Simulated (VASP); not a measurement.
Input:

```
CaS
1.0
    0.00000     2.81976     2.81976
    2.81976     0.00000     2.81976
    2.81976     2.81976     0.00000
Ca S
1 1
Direct
  0.00000   0.00000   0.00000
  0.50000   0.50000   0.50000
```

Calculation: PBEsol GGA, VASP's PBE PAW potentials (set 64) (plane waves; VASP 6.6.1). Run with 400 eV cut-off, Gaussian smearing of 0.050 eV, potentials Ca_sv S.

Estimate the band gap (along the path) with the smallest direct gap where there is one.

```yaml
band gap (along the path): 2.16 eV
smallest direct gap (along the path): 3.00 eV
```

Only differences to runs with the same potentials and settings are physical.

The compound is CaS in the rock salt structure. It was relaxed first.
